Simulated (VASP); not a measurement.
Consider the following.

```
CELL_PARAMETERS angstrom
      0.00000     2.31583     2.31583
      2.31583     0.00000     2.31583
      2.31583     2.31583     0.00000
ATOMIC_POSITIONS crystal
  B  0.00000 0.00000 0.00000
  P  0.25000 0.25000 0.25000
```

The numbers are results of optB86b-vdW, VASP's PBE PAW potentials (set 64) (plane waves; VASP), not measurements. Run with 520 eV cut-off, 10×10×10 Γ-centred mesh, Gaussian smearing of 0.050 eV, potentials B P.

### Question
Give the stress tensor in GPa (positive for a compressed cell).

### Answer

```
-8.53   0.00   0.00
 0.00  -8.53   0.00
 0.00   0.00  -8.53
```
The pressure is its mean diagonal, -8.53 GPa.

The compound is BP in the zinc blende structure. This cell is one point of a volume scan, at 1.06 of the reference volume.
